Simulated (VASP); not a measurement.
Input:

```yaml
crystal:
  lattice:
    - [-1.63106, 1.63106, 1.63106]
    - [1.63106, -1.63106, 1.63106]
    - [1.63106, 1.63106, -1.63106]
  atoms:
    - { symbol: Nb, position: [0.00000, 0.00000, 0.00000] }
```

These are SCAN meta-GGA, VASP's PBE PAW potentials (set 64) (plane waves; VASP) values and carry that method's errors. Settings: 520 eV cut-off, 15×15×15 Γ-centred mesh, first-order Methfessel-Paxton smearing of 0.10 eV, potentials Nb_sv.

Q: Estimate the energy per atom (σ→0), pressure, band gap (on the k-mesh) with the smallest direct gap where there is one.

A: 
| Item | Value |
|---|---|
| band gap (on the k-mesh) | none (metal, semimetal or under 0.01 eV) |
| energy per atom (σ→0) | -33.227 eV/atom |
| pressure | 5.47 GPa |

Only differences to runs with the same potentials and settings are physical.

The compound is Nb in the bcc structure. This cell is one point of a volume scan, at 0.97 of the reference volume.
